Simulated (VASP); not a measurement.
Input:

```xyz
2
Lattice="1.8150 -3.1437 0.0000 1.8150 3.1437 0.0000 0.0000 0.0000 5.7800" Properties=species:S:1:pos:R:3 pbc="T T T"
Gd     1.8150     1.0479     1.4450
Gd     1.8150    -1.0479     4.3350
```

Method: PBE GGA with D4 dispersion, VASP's PBE PAW potentials (set 64) (plane waves; VASP 6.6.1). Numerical set-up: 520 eV cut-off, 10×10×6 Γ-centred mesh, first-order Methfessel-Paxton smearing of 0.10 eV, potentials Gd_3.

The 4f electrons are frozen in the core of the lanthanide potential, so 4f levels, which can set the real gap, and their magnetism are missing. Energy and stress use the plane-wave basis of the starting cell.

Question: The ions, cell shape and volume are relaxed. What does this cell relax into?

Answer: 
```xyz
2
Lattice="1.8041 -3.1248 0.0000 1.8041 3.1248 0.0000 0.0000 0.0000 5.6551" Properties=species:S:1:pos:R:3 pbc="T T T"
Gd     1.8041     1.0416     1.4138
Gd     1.8041    -1.0416     4.2413
```
Space group P6_3/mmc (194), at a tolerance of 0.03 Å.

Question: How do energy and volume change from the first to the last step?

Answer: The energy (σ→0) changes by -6.1 meV/atom and the volume by -3.3 %, in 6 ionic steps.

The compound is Gd in the hcp structure. This run relaxes it. Symmetry was kept, so distortions that lower it aren't found.
